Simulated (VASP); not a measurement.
A run of VASP 6.6.1 is set up as follows.

Contents of INCAR:

```
ALGO = Normal
EDIFF = 1E-6
EDIFFG = -0.005
ENCUT = 700
GGA = PE
IBRION = 2
ISIF = 3
ISMEAR = 0
KPAR = 2
LASPH = True
LCHARG = False
LREAL = False
LWAVE = False
NELM = 120
NSW = 40
PREC = Accurate
SIGMA = 0.02
```

KPOINTS

```
k-points
0
Gamma
  8 8 8
```

Contents of POSCAR:

```
BaHfO3
1.0
    4.1700000000      0.0000000000      0.0000000000
    0.0000000000      4.1700000000      0.0000000000
    0.0000000000      0.0000000000      4.1700000000
Ba Hf O
1 1 3
Direct
    0.0000000000      0.0000000000      0.0000000000
    0.5000000000      0.5000000000      0.5000000000
    0.5000000000      0.5000000000      0.0000000000
    0.0000000000      0.5000000000      0.5000000000
    0.5000000000      0.0000000000      0.5000000000
```

Potentials or basis: VASP PAW PBE potentials, release 64 (Ba_sv, Hf_pv, O).

Command:

```bash
$ cat potpaw_PBE.64/Ba_sv/POTCAR potpaw_PBE.64/Hf_pv/POTCAR potpaw_PBE.64/O/POTCAR > POTCAR
$ mpirun -np 2 vasp_std > vasp.out
```

Q: Predict the relaxed cell.

A: a = 4.199 Å, b = 4.199 Å, c = 4.199 Å, α = 90.00°, β = 90.00°, γ = 90.00°.

Q: Predict the space group after relaxing (to 0.05 Å).

A: Pm-3m (No. 221).

Final structure:
```
CELL_PARAMETERS angstrom
4.19897 0.00000 0.00000
0.00000 4.19897 0.00000
0.00000 0.00000 4.19897
ATOMIC_POSITIONS crystal
Ba 0.00000 0.00000 0.00000
Hf 0.50000 0.50000 0.50000
O 0.50000 0.50000 0.00000
O 0.00000 0.50000 0.50000
O 0.50000 0.00000 0.50000
```
